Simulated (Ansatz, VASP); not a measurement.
# Two plane-wave programs on Si

```xyz
1
Lattice="1.9163 0.0000 0.0000 0.0000 1.9163 0.0000 0.0000 0.0000 1.9163" Properties=species:S:1:pos:R:3 pbc="T T T"
Si    0.0000    0.0000    0.0000
```

Change from the starting cell: volume scaled by 0.45, PAW files.

Alike in both runs: task single point; functional LDA; k mesh 16 × 16 × 16; occupations fermi-dirac, width 0.1 eV; no spin polarisation.

|  | VASP | Ansatz |
| --- | --- | --- |
| version | VASP 6.6.1 | Ansatz 0.2.0 |
| potentials or method | VASP PAW LDA potentials, release 64 (Si) | PAW with Ansatz's default frozen-core files, scalar-relativistic |
| plane-wave cutoff (eV) | 520 | 420 |
| valence electrons in the cell | 4 | 4 |

VASP gave:

* pressure (GPa): 413.6

Problem. What did Ansatz give for the same quantities?

Solution. Pressure (GPa): 411.8.

Caveats: the cell as given lies far from equilibrium; so large a pressure means that the cell lies far from this level's equilibrium, or that cutoff or potentials fall short (VASP).
